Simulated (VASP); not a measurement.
An input for Ansatz (written as the equivalent of a VASP run, and not itself run):

Ansatz 0.2 input:
```yaml
crystal:
  lattice:
    - [2.6260000, 0.0000000, 0.0000000]
    - [0.0000000, 2.6260000, 0.0000000]
    - [0.0000000, 0.0000000, 2.6260000]
  atoms:
    - { symbol: Co, position: [0.0000000, 0.0000000, 0.0000000], spin: 3 }
    - { symbol: C, position: [0.5000000, 0.5000000, 0.5000000] }
kpoints:
  mp_grid: { grid: [12, 12, 12] }
hamiltonian:
  xc: pbesol
  pseudopotentials: { kind: paw }
magnetization: { spin_polarized: true }
scf:
  occupations: { method: methfessel_paxton, width: 0.1 }
  max_iter: 100
relax:
  max_steps: 60
  f_tol: 0.01
  cell: {}
output: { forces: true, stress: true, eigenvalues: true }
```

Translate this input to VASP (INCAR, KPOINTS, POSCAR, choice of POTCAR).

This is not unique; one that fits is 
### POSCAR
```
CoC
1.0
  2.6260000000   0.0000000000   0.0000000000
  0.0000000000   2.6260000000   0.0000000000
  0.0000000000   0.0000000000   2.6260000000
Co C
1 1
direct
  0.0000000000   0.0000000000   0.0000000000
  0.5000000000   0.5000000000   0.5000000000
```

### KPOINTS
```
Automatic
0
G
  12 12 12
```

### INCAR
```
SYSTEM = CoC
PREC = Accurate; ENCUT = 520; LREAL = F
LASPH = T
EDIFF = 1E-6; NELM = 100; ALGO = Normal
LMAXMIX = 4
ISMEAR = 1; SIGMA = 0.1
GGA = PS
MAGMOM = 3.0 0.0
ISPIN = 2
IBRION = 2; NSW = 60; ISIF = 3
EDIFFG = -0.01
LWAVE = F; LCHARG = F; LORBIT = 10
```

POTCAR, in this order: Co C (PBE.64 set). Program: vasp_std.

Limits of the translation: each code has its own PAW files, so the cut-off isn't converted (ENCUT is set for VASP's; basis.ecutwfc is left out, and Ansatz then takes the one that its files recommend); Ansatz stops its SCF on the density residual and VASP on the energy change (EDIFF).

The structure was generated: CoC was put into the CsCl type type (Pm-3m), which need not be its known phase. This run relaxes it. Symmetry was kept, so distortions that lower it aren't found.
